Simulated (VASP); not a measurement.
Here is the system:

```xyz
5
Lattice="3.9890 0.0000 0.0000 0.0000 3.9890 0.0000 0.0000 0.0000 3.9890" Properties=species:S:1:pos:R:3 pbc="T T T"
Sr     0.0000     0.0000     0.0000
Ti     1.9945     1.9945     1.9945
O      1.9945     0.0000     1.9945
O      0.0000     1.9945     1.9945
O      1.9945     1.9945     0.0000
```

The numbers are results of PBE GGA, VASP's PBE PAW potentials (set 64) (plane waves; VASP), not measurements. Settings: 400 eV cut-off, 6×6×6 Γ-centred mesh, Fermi-Dirac smearing of 0.020 eV, potentials Sr_sv Ti_sv O.

Q: Give the energies of bands 12 to 23 at the high-symmetry points, in eV from the valence-band maximum.

A: 
```csv
band,Γ,X,M,R
12,-2.77,-4.12,-4.34,-4.48
13,-2.77,-2.73,-4.33,-3.95
14,-2.77,-2.73,-3.96,-3.95
15,-1.08,-2.36,-2.63,-3.55
16,-1.08,-2.20,-2.63,-3.55
17,-1.08,-2.20,-1.76,-3.55
18,-0.39,-1.80,-1.50,0.00
19,-0.39,-0.74,-1.50,0.00
20,-0.39,-0.74,-0.09,0.00
21,1.73,1.87,3.46,4.07
22,1.73,3.45,3.46,4.07
23,1.73,3.45,3.89,4.07
```

The gap is indirect, 1.73 eV, from the valence maximum at R to the conduction minimum at Γ.

The structure is a typed SrTiO3 crystal (Pm-3m). The cell was not relaxed at this level.
